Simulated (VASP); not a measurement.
OSZICAR of a VASP run on Ga (alpha):

OSZICAR:
```
       N       E                     dE             d eps       ncg     rms          rms(c)
DAV:   1     0.377026211988E+03    0.37703E+03   -0.26594E+04  3989   0.298E+03
DAV:   2     0.460543535660E+02   -0.33097E+03   -0.32622E+03  4137   0.571E+02
DAV:   3     0.441611836098E+01   -0.41638E+02   -0.41191E+02  4514   0.155E+02
DAV:   4     0.315237764066E+01   -0.12637E+01   -0.12580E+01  4458   0.306E+01
DAV:   5     0.312411608826E+01   -0.28262E-01   -0.28232E-01  4664   0.459E+00    0.177E+00
DAV:   6     0.315614403101E+01    0.32028E-01   -0.12330E-01  4914   0.444E+00    0.986E-01
DAV:   7     0.315911597260E+01    0.29719E-02   -0.57054E-02  4788   0.234E+00    0.228E-01
DAV:   8     0.315765502050E+01   -0.14610E-02   -0.12437E-02  4598   0.115E+00    0.526E-02
DAV:   9     0.315721606581E+01   -0.43895E-03   -0.14899E-03  4318   0.384E-01    0.232E-02
DAV:  10     0.315717102588E+01   -0.45040E-04   -0.21071E-04  4878   0.154E-01    0.718E-03
DAV:  11     0.315716367844E+01   -0.73474E-05   -0.38932E-05  4434   0.645E-02    0.467E-03
DAV:  12     0.315716324211E+01   -0.43633E-06   -0.82682E-06  4621   0.330E-02    0.788E-04
DAV:  13     0.315716303921E+01   -0.20290E-06   -0.91906E-07  5010   0.799E-03    0.637E-04
DAV:  14     0.315716302950E+01   -0.97043E-08   -0.18088E-07  3348   0.420E-03
   1 F= 0.31571630E+01 E0= 0.31576938E+01  d E =0.315716E+01
       N       E                     dE             d eps       ncg     rms          rms(c)
DAV:   1     0.315384144886E+01   -0.33216E-02   -0.54742E-02  4549   0.166E+00    0.331E-01
DAV:   2     0.315556015476E+01    0.17187E-02   -0.26230E-03  4483   0.914E-01    0.203E-01
DAV:   3     0.315661770289E+01    0.10575E-02   -0.13601E-03  4651   0.602E-01    0.139E-02
DAV:   4     0.315655736061E+01   -0.60342E-04   -0.70301E-04  4290   0.292E-01    0.117E-02
DAV:   5     0.315655815676E+01    0.79615E-06   -0.27481E-05  4989   0.609E-02    0.253E-03
DAV:   6     0.315655807037E+01   -0.86389E-07   -0.39474E-06  5295   0.171E-02    0.224E-03
DAV:   7     0.315655827162E+01    0.20125E-06   -0.37295E-07  3554   0.663E-03    0.881E-04
DAV:   8     0.315655826860E+01   -0.30250E-08   -0.72652E-08  2435   0.286E-03
   2 F= 0.31565583E+01 E0= 0.31569923E+01  d E =-.604761E-03
       N       E                     dE             d eps       ncg     rms          rms(c)
DAV:   1     0.313047213696E+01   -0.26086E-01   -0.49415E-01  4571   0.500E+00    0.997E-01
DAV:   2     0.314616963541E+01    0.15697E-01   -0.23521E-02  4446   0.261E+00    0.610E-01
DAV:   3     0.315578286863E+01    0.96132E-02   -0.12686E-02  4563   0.178E+00    0.420E-02
DAV:   4     0.315524124440E+01   -0.54162E-03   -0.63377E-03  4199   0.883E-01    0.350E-02
DAV:   5     0.315524968192E+01    0.84375E-05   -0.25508E-04  4929   0.186E-01    0.812E-03
DAV:   6     0.315524871731E+01   -0.96461E-06   -0.37976E-05  5136   0.574E-02    0.687E-03
DAV:   7     0.315525038806E+01    0.16707E-05   -0.57432E-06  4938   0.253E-02    0.209E-03
DAV:   8     0.315525018425E+01   -0.20380E-06   -0.75342E-07  4028   0.919E-03    0.114E-03
DAV:   9     0.315525027850E+01    0.94242E-07   -0.20753E-07  2686   0.491E-03
   3 F= 0.31552503E+01 E0= 0.31556369E+01  d E =-.191275E-02
       N       E                     dE             d eps       ncg     rms          rms(c)
DAV:   1     0.305589701148E+01   -0.99353E-01   -0.19909E+00  4535   0.100E+01    0.201E+00
DAV:   2     0.311991818961E+01    0.64021E-01   -0.96185E-02  4475   0.489E+00    0.123E+00
DAV:   3     0.315869955833E+01    0.38781E-01   -0.51997E-02  4602   0.337E+00    0.849E-02
DAV:   4     0.315674343254E+01   -0.19561E-02   -0.23421E-02  4220   0.169E+00    0.681E-02
DAV:   5     0.315675939346E+01    0.15961E-04   -0.10116E-03  4950   0.348E-01    0.143E-02
DAV:   6     0.315675569925E+01   -0.36942E-05   -0.12620E-04  4725   0.112E-01    0.752E-03
DAV:   7     0.315675705029E+01    0.13510E-05   -0.13412E-05  5620   0.319E-02    0.278E-03
DAV:   8     0.315675688685E+01   -0.16344E-06   -0.16302E-06  3989   0.150E-02    0.776E-04
DAV:   9     0.315675687228E+01   -0.14570E-07   -0.30086E-07  3323   0.620E-03
   4 F= 0.31567569E+01 E0= 0.31569597E+01  d E =-.406157E-03
       N       E                     dE             d eps       ncg     rms          rms(c)
DAV:   1     0.309616707720E+01   -0.60590E-01   -0.11605E+00  4535   0.768E+00    0.153E+00
DAV:   2     0.313337551406E+01    0.37208E-01   -0.56924E-02  4426   0.389E+00    0.937E-01
DAV:   3     0.315626699913E+01    0.22891E-01   -0.30013E-02  4982   0.263E+00    0.628E-02
DAV:   4     0.315506786152E+01   -0.11991E-02   -0.14087E-02  4192   0.130E+00    0.511E-02
DAV:   5     0.315508784587E+01    0.19984E-04   -0.51909E-04  5545   0.217E-01    0.142E-02
DAV:   6     0.315508547624E+01   -0.23696E-05   -0.32250E-05  5357   0.466E-02    0.473E-03
DAV:   7     0.315508501068E+01   -0.46556E-06   -0.33071E-06  5029   0.266E-02    0.152E-03
DAV:   8     0.315508503472E+01    0.24042E-07   -0.29608E-07  3361   0.537E-03
   5 F= 0.31550850E+01 E0= 0.31554676E+01  d E =-.207799E-02
       N       E                     dE             d eps       ncg     rms          rms(c)
DAV:   1     0.315204152152E+01   -0.30435E-02   -0.69982E-02  4598   0.183E+00    0.323E-01
DAV:   2     0.315393504570E+01    0.18935E-02   -0.35533E-03  4276   0.936E-01    0.196E-01
DAV:   3     0.315498667094E+01    0.10516E-02   -0.21909E-03  5081   0.569E-01    0.196E-02
DAV:   4     0.315493458581E+01   -0.52085E-04   -0.77838E-04  4220   0.318E-01    0.146E-02
DAV:   5     0.315493487758E+01    0.29178E-06   -0.41092E-05  5569   0.734E-02    0.328E-03
DAV:   6     0.315493467933E+01   -0.19826E-06   -0.47634E-06  4924   0.180E-02    0.111E-03
DAV:   7     0.315493455627E+01   -0.12306E-06   -0.32363E-07  3679   0.504E-03    0.509E-04
DAV:   8     0.315493456550E+01    0.92259E-08   -0.37088E-08  2271   0.205E-03
   6 F= 0.31549346E+01 E0= 0.31552687E+01  d E =-.150469E-03
```

**Question.** Which electronic solver shows in the log?

**Answer.** It is blocked Davidson (ALGO = Normal, or the opening steps of other solvers). The INCAR had ALGO = Normal.

**Question.** Can the final energy be trusted as converged?

**Answer.** Self-consistency was reached. It stopped with EDIFF = 1E-7, NELM = 100, NSW = 30 and EDIFFG = -0.01 after 6 ionic steps (vdW-DF2, plane waves, VASP's PBE PAW potentials (set 64)).

The compound is Ga in the alpha structure. This cell is one point of a volume scan, at 0.97 of the reference volume. Symmetry was kept, so distortions that lower it aren't found.
